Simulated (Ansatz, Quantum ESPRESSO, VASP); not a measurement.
**Code comparison for Mo2N (P1, 6 atoms in the cell)**

Self-consistent single point, at a second geometry (atoms moved at random). First geometry:

```
Mo2N
1.0
   -2.14864     2.14864     4.01405
    2.14864    -2.14864     4.01405
    2.14864     2.14864    -4.01405
Mo N
4 2
Direct
  0.98696   0.48696   0.50000
  0.23696   0.23696   0.00000
  0.76304   0.76304   0.00000
  0.51304   0.01304   0.50000
  0.25000   0.75000   0.50000
  0.50000   0.50000   0.00000
```

Second geometry:
```yaml
crystal:
  lattice:
    - [-2.14864, 2.14864, 4.01405]
    - [2.14864, -2.14864, 4.01405]
    - [2.14864, 2.14864, -4.01405]
  atoms:
    - { symbol: Mo, position: [0.98553, 0.50489, 0.50416] }
    - { symbol: Mo, position: [0.23467, 0.23207, 0.00670] }
    - { symbol: Mo, position: [0.77675, 0.76596, 0.00415] }
    - { symbol: Mo, position: [0.51041, 0.99815, 0.49302] }
    - { symbol: N, position: [0.24288, 0.74428, 0.49335] }
    - { symbol: N, position: [0.49975, 0.50465, 0.99862] }
```

Shared settings, as Ansatz (an electronic-structure program) writes them: kpoints.mp_grid.grid = 7 7 7; scf.occupations.method = fermi_dirac; scf.occupations.width = 0.0073 Ry. Potentials and cutoffs stand in the table.

```json
[
 {"code": "Ansatz", "model": "LDA (PW92), PAW files made with PBE", "ΔF from the first geometry (meV/atom)": "19.9", "pressure (GPa)": "-19.46", "largest force (eV/Å)": "1.243", "cutoff": "30.9 Ry"},
 {"code": "VASP", "model": "LDA (PZ), VASP's LDA PAW potentials (set 64)", "ΔF from the first geometry (meV/atom)": "20.2", "pressure (GPa)": "-20.71", "largest force (eV/Å)": "1.232", "cutoff": "400 eV"},
 {"code": "Quantum ESPRESSO", "model": "LDA (PZ), GBRV 1.5 ultrasoft (LDA) pseudopotentials", "ΔF from the first geometry (meV/atom)": "20.0", "pressure (GPa)": "-19.48", "largest force (eV/Å)": "1.240", "cutoff": "40 Ry"}
]
```

Size of the force on each atom (eV/Å): Sizes of forces hide their directions.

```json
[
 {"code": "Ansatz", "Mo1": "0.726", "Mo2": "1.243", "Mo3": "1.081", "Mo4": "0.507", "N5": "0.543", "N6": "0.310"},
 {"code": "VASP", "Mo1": "0.762", "Mo2": "1.232", "Mo3": "1.069", "Mo4": "0.525", "N5": "0.552", "N6": "0.316"},
 {"code": "Quantum ESPRESSO", "Mo1": "0.735", "Mo2": "1.240", "Mo3": "1.079", "Mo4": "0.512", "N5": "0.547", "N6": "0.313"}
]
```

On Ansatz's run: spin polarisation is off.

The spread over the programs that give each value: ΔF from the first geometry within 0.3 meV/atom; pressure within 1.25 GPa; largest force within 0.011 eV/Å.

Ansatz's pressure is given at a fixed set of plane waves, as the other plane-wave codes print theirs; with its correction for the finite basis it is -19.26 GPa. The same LDA comes in different parametrisations, which differ slightly. In the pressure, VASP (by 1.23) lies more than 1 GPa from the median of the plane-wave programs.

VASP's run is marked for a possible Pulay error in its stress at this cutoff; no cutoff test was made.

The starting cell comes from a database of computed structures (which also holds hypothetical and non-ambient phases and stackings), without a prior relaxation at this level. Its lattice was rescaled by a random factor within 2.5 % of one. For this run, on top of that: atoms moved at random.

Left out of this page: SIESTA (not drawn, or without a comparable value).

Keys are those of Ansatz 0.2.
